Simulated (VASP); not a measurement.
Consider the following.

```xyz
3
Lattice="1.7829 -3.0881 0.0000 1.7829 3.0881 0.0000 0.0000 0.0000 4.8233" Properties=species:S:1:pos:R:3 pbc="T T T"
Pt     1.7829    -3.0881     0.0000
S      1.7829     1.0294     1.1980
S      1.7829    -1.0294     3.6253
```

Calculation: PBEsol GGA, VASP's PBE PAW potentials (set 64) (plane waves; VASP). Run with 480 eV cut-off, 8×8×4 Γ-centred mesh, Gaussian smearing of 0.050 eV, potentials Pt S.

Energy and stress use the plane-wave basis of the starting cell. Without a dispersion term in the relaxation, distances and binding between the weakly bound layers, chains or molecules are unreliable, and so is what depends on them.

**Question.** The ions, cell shape and volume at an external pressure of 5.0 GPa are relaxed. Give the cell that the relaxation ends in.

**Answer.** 
```xyz
3
Lattice="1.7779 -3.0794 0.0000 1.7779 3.0794 0.0000 0.0000 0.0000 4.3681" Properties=species:S:1:pos:R:3 pbc="T T T"
Pt     0.0000     0.0000     0.0000
S      1.7779     1.0265     1.1850
S      1.7779    -1.0265     3.1831
```
Space group P-3m1 (164), at a tolerance of 0.03 Å.

**Question.** How do energy and volume change from the first to the last step?

**Answer.** The energy (σ→0) changes by +19.1 meV/atom and the volume by -9.9 %, in 15 ionic steps.

The compound is PtS2 in the 1T layered structure. This run relaxes it under an external pressure of 5 GPa. Symmetry was kept, so distortions that lower it aren't found. The k-mesh is coarse (spacing up to 0.36 per Å, 2π included), so the numbers may not be converged in it.
